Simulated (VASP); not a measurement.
An input for Quantum ESPRESSO's pw.x (written as the equivalent of a VASP run, and not itself run):

```
&CONTROL
  calculation = 'vc-relax'
  pseudo_dir = './pseudo'
  outdir = './out'
  tprnfor = .true.
  tstress = .true.
  nstep = 40
  forc_conv_thr = 0.00078
/
&SYSTEM
  ibrav = 0
  nat = 6
  ntyp = 2
  ecutwfc = 80
  occupations = 'smearing'
  smearing = 'gaussian'
  degauss = 0.003675
  input_dft = 'pbe'
/
&ELECTRONS
  conv_thr = 7.3e-08
  electron_maxstep = 100
/
&IONS
/
&CELL
/
ATOMIC_SPECIES
  Mo 95.950 Mo.upf
  S 32.060 S.upf
CELL_PARAMETERS angstrom
     1.5916056   -2.7567416   -0.0000000
     1.5916056    2.7567416    0.0000000
    -0.0000000   -0.0000000   13.2912907
ATOMIC_POSITIONS crystal
  Mo   0.3333330  0.6666670  0.2500000
  Mo   0.6666670  0.3333330  0.7500000
  S    0.3333330  0.6666670  0.8675318
  S    0.6666670  0.3333330  0.3675318
  S    0.6666670  0.3333330  0.1324682
  S    0.3333330  0.6666670  0.6324682
K_POINTS automatic
  8 8 2 0 0 0
```

Question: Translate this input to VASP (INCAR, KPOINTS, POSCAR, choice of POTCAR).

Answer: Several could match; the one computed here: 
KPOINTS:
```
Automatic mesh
0
Gamma
8 8 2
0 0 0
```

POSCAR:
```
MoS2
1
    1.5916056466    -2.7567415639    -0.0000000000
    1.5916056466     2.7567415639     0.0000000000
   -0.0000000000    -0.0000000000    13.2912907208
Mo S
2 4
Direct
  0.3333330000   0.6666670000   0.2500000000
  0.6666670000   0.3333330000   0.7500000000
  0.3333330000   0.6666670000   0.8675317808
  0.6666670000   0.3333330000   0.3675317808
  0.6666670000   0.3333330000   0.1324682192
  0.3333330000   0.6666670000   0.6324682192
```

### INCAR
```
ALGO = Normal
EDIFF = 1E-6
EDIFFG = -0.02
ENCUT = 500
GGA = PE
IBRION = 2
ISIF = 3
ISMEAR = 0
LASPH = .TRUE.
LCHARG = .FALSE.
LMAXMIX = 4
LREAL = .FALSE.
LWAVE = .FALSE.
NELM = 100
NSW = 40
PREC = Accurate
SIGMA = 0.05
SYSTEM = MoS2
```

POTCAR, in this order: Mo_sv S (PBE.64 set). Program: vasp_std.

Limits of the translation: the potentials are each code's own (VASP's PAW set, PseudoDojo norm-conserving files in pw.x), so ENCUT and ecutwfc are chosen apart and not converted; conv_thr bounds pw.x's estimated SCF error, while EDIFF bounds the energy change between steps; forc_conv_thr acts on force components and is met together with etot_conv_thr.

The compound is MoS2 in the 2H layered structure. This run relaxes it. Symmetry was kept, so distortions that lower it aren't found.
